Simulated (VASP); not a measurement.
Input:

```yaml
crystal:
  lattice:
    - [1.87303, -3.24418, 0.00000]
    - [1.87303, 3.24418, 0.00000]
    - [0.00000, 0.00000, 6.13591]
  atoms:
    - { symbol: Zn, position: [0.66667, 0.33333, 0.50009] }
    - { symbol: Zn, position: [0.33333, 0.66667, 0.00009] }
    - { symbol: S, position: [0.66667, 0.33333, 0.87491] }
    - { symbol: S, position: [0.33333, 0.66667, 0.37491] }
```

All values below come from LDA (Ceperley-Alder, Perdew-Zunger), VASP's LDA PAW potentials (set 64) (plane waves; VASP). Settings: 520 eV cut-off, 6×6×4 Γ-centred mesh, Gaussian smearing of 0.050 eV, potentials Zn S.

Question: Predict the energy per atom (σ→0), band gap (on the k-mesh) with the smallest direct gap where there is one.

Answer: 
```yaml
band gap (on the k-mesh): 2.22 eV
smallest direct gap (on the k-mesh): 2.22 eV
energy per atom (σ→0): -395.6 kJ/mol of atoms
```

The absolute energy has meaning only against runs of the same code, potentials and settings.

The compound is ZnS in the wurtzite structure, the high-temperature form. It was relaxed first, which changed the volume by -6 %. The start is the result of an earlier pass.
